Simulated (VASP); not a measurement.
These are PBEsol GGA, VASP's PBE PAW potentials (set 64) (plane waves; VASP 6.6.1) values and carry that method's errors.

Input for VASP

KPOINTS:
```
k-points along high-symmetry lines
8
Line-mode
Reciprocal
  0.000000   0.000000   0.000000 ! GAMMA
 -0.500000  -0.500000   0.000000 ! Y

 -0.500000  -0.500000   0.000000 ! Y
 -0.625000  -0.375000   0.000000 ! C_0

 -0.375000   0.375000   0.000000 ! SIGMA_0
  0.000000   0.000000   0.000000 ! GAMMA

  0.000000   0.000000   0.000000 ! GAMMA
  0.500000   0.500000   0.500000 ! Z

  0.500000   0.500000   0.500000 ! Z
  0.125000   0.875000   0.500000 ! A_0

 -0.125000   0.125000   0.500000 ! E_0
  0.000000   0.000000   0.500000 ! T

  0.000000   0.000000   0.500000 ! T
 -0.500000  -0.500000   0.000000 ! Y

  0.000000   0.000000   0.000000 ! GAMMA
 -0.500000   0.000000   0.000000 ! S

 -0.500000   0.000000   0.000000 ! S
  0.000000   0.500000   0.500000 ! R

  0.000000   0.500000   0.500000 ! R
  0.500000   0.500000   0.500000 ! Z

  0.500000   0.500000   0.500000 ! Z
  0.000000   0.000000   0.500000 ! T
```

INCAR:
```
! general
SYSTEM =Be3HgSe4
PREC   =Accurate
ENCUT  =400
LREAL  =.FALSE.
LASPH  =.TRUE.
ICHARG =11

! electronic loop
EDIFF  =1E-7
NELM   =100
ALGO   =Normal
LMAXMIX=6

! smearing
ISMEAR =0
SIGMA  =0.05

! functional
GGA    =PS

! output
LWAVE  =.FALSE.
LCHARG =.FALSE.
LORBIT =11
```

File POSCAR:
```
Be3HgSe4
1
   -0.0414303013     5.3770876795     5.4610308582
    5.3770876795    -0.0414303013     5.4610308582
    2.6678286892     2.6678286892    -0.0000000000
Hg Se Be
1 4 3
Direct
  0.9939613026   0.9939613026   0.0120773948
  0.1535994551   0.1535994551   0.1928010897
  0.1381371184   0.5884964299   0.2733664517
  0.5884964299   0.1381371184   0.2733664517
  0.6250546072   0.6250546072   0.2498907856
  0.0008738116   0.5002386816   0.9988875067
  0.5002386816   0.0008738116   0.9988875067
  0.4996385935   0.4996385935   0.0007228129
```

POTCAR, in this order: Hg Se Be (PBE.64 set). Program: vasp_std. Read from the step before: CHGCAR.

Output of the run:

OUTCAR:
```
 ion  position               nearest neighbor table
   1  0.994  0.994  0.012-   3 2.54   4 2.54   2 2.57   2 2.57
   2  0.154  0.154  0.193-   6 2.19   7 2.19   1 2.57   1 2.57
   3  0.138  0.588  0.273-   6 2.26   6 2.26   8 2.28   1 2.54
   4  0.588  0.138  0.273-   7 2.26   7 2.26   8 2.28   1 2.54
   5  0.625  0.625  0.250-   8 2.33   8 2.33   7 2.36   6 2.36
   6  0.001  0.500  0.999-   2 2.19   3 2.26   3 2.26   5 2.36
   7  0.500  0.001  0.999-   2 2.19   4 2.26   4 2.26   5 2.36
   8  0.500  0.500  0.001-   3 2.28   4 2.28   5 2.33   5 2.33
  LATTYP: Found a base centered orthorhombic cell.
 ALAT       =     7.6629416164
 B/A-ratio  =     1.4253092694
 C/A-ratio  =     0.4923539423
 Subroutine PRICEL returns:
 Original cell was already a primitive cell.
 Subroutine GETGRP returns: Found  4 space group operations
The static configuration has the point symmetry C_2v.
The dynamic configuration has the point symmetry C_2v.
 Subroutine INISYM returns: Found  4 space group operations
   k-points           NKPTS =     88   k-points in BZ     NKDIM =     88   number of bands    NBANDS=     26
   number of dos      NEDOS =    301   number of ions     NIONS =      8
   total plane-waves  NPLWV =  70000
   dimension x,y,z NGX =    50 NGY =   50 NGZ =   28
   dimension x,y,z NGXF=   100 NGYF=  100 NGZF=   56
   ions per type =               1   4   3
   PREC   = accura    normal or accurate (medium, high low for compatibility)
   ISTART =      0    job   : 0-new  1-cont  2-samecut
   ICHARG =     11    charge: 1-file 2-atom 10-const
   ISPIN  =      1    spin polarized calculation?
   LNONCOLLINEAR =      F non collinear calculations
   LSORBIT =      F    spin-orbit coupling
   INIWAV =      1    electr: 0-lowe 1-rand  2-diag
   ENCUT  =  400.0 eV  29.40 Ry    5.42 a.u.  12.50 12.50  6.15*2*pi/ulx,y,z
   NELM   =    100;   NELMIN=  2; NELMDL= -5     # of ELM steps
   EDIFF  = 0.1E-06   stopping-criterion for ELM
   LREAL  =      F    real-space projection
   NLSPLINE    = F    spline interpolate recip. space projectors
   LMAXMIX     =    6 max onsite mixed and CHGCAR
   VOSKOWN=      0    Vosko Wilk Nusair interpolation
   EDIFFG = 0.1E-05   stopping-criterion for IOM
...
```

### OSZICAR
```
       N       E                     dE             d eps       ncg     rms          rms(c)
DAV:   1     0.201677445097E+03    0.20168E+03   -0.15887E+04  4576   0.113E+03
DAV:   2    -0.156447385032E+02   -0.21732E+03   -0.21239E+03  5502   0.249E+02
DAV:   3    -0.310713090693E+02   -0.15427E+02   -0.15260E+02  5878   0.706E+01
DAV:   4    -0.312883546187E+02   -0.21705E+00   -0.21666E+00  5710   0.844E+00
DAV:   5    -0.312911534180E+02   -0.27988E-02   -0.27968E-02  5922   0.915E-01
DAV:   6    -0.312912025984E+02   -0.49180E-04   -0.49170E-04  5812   0.110E-01
DAV:   7    -0.312912039089E+02   -0.13105E-05   -0.13104E-05  5926   0.152E-02
DAV:   8    -0.312912039657E+02   -0.56839E-07   -0.56528E-07  4852   0.244E-03
   1 F= -.31291204E+02 E0= -.31291204E+02  d E =-.205655E-10
```

**OUTCAR**
```
 val. band max:        3.3820595074   @ k =   0.0000   0.0000   0.0000

 cond. band min:       4.4694419566   @ k =   0.0000   0.0000   0.0000



 k-point     1 :       0.0000    0.0000    0.0000
  band No.  band energies     occupation
      1     -11.0040      2.00000
      2      -9.9472      2.00000
      3      -9.8067      2.00000
      4      -9.4872      2.00000
      5      -3.8075      2.00000
      6      -3.7703      2.00000
      7      -3.6545      2.00000
      8      -3.5765      2.00000
      9      -3.3033      2.00000
     10      -3.2893      2.00000
     11      -2.6866      2.00000
     12      -2.1593      2.00000
     13       0.0250      2.00000
     14       0.0502      2.00000
     15       1.2211      2.00000
     16       1.3730      2.00000
     17       1.4657      2.00000
     18       1.7403      2.00000
     19       2.6354      2.00000
     20       2.8560      2.00000
     21       3.3821      2.00000
     22       4.4694      0.00000
     23       5.4319      0.00000
     24       5.9312      0.00000
     25       6.3434      0.00000
     26       6.7253      0.00000

 k-point     2 :      -0.0714   -0.0714    0.0000
  band No.  band energies     occupation
      1     -10.9914      2.00000
      2      -9.9480      2.00000
      3      -9.8119      2.00000
      4      -9.5050      2.00000
      5      -3.8361      2.00000
      6      -3.7714      2.00000
      7      -3.6755      2.00000
      8      -3.5799      2.00000
      9      -3.3036      2.00000
     10      -3.2283      2.00000
     11      -2.6378      2.00000
     12      -2.1137      2.00000
     13       0.0471      2.00000
     14       0.0708      2.00000
     15       1.2207      2.00000
     16       1.2827      2.00000
     17       1.3868      2.00000
     18       1.7244      2.00000
     19       2.4876      2.00000
     20       2.8225      2.00000
     21       3.3448      2.00000
     22       4.6038      0.00000
     23       5.4935      0.00000
...
```

The density is held fixed in this step, so its total energy and stress have no physical meaning. Unless said otherwise, spin-orbit coupling is left out, though it shifts the bands of the heavy elements here.

The structure was generated: Be3HgSe4 was put into an ordered model structure (Amm2), which need not be its known phase. It was relaxed first.
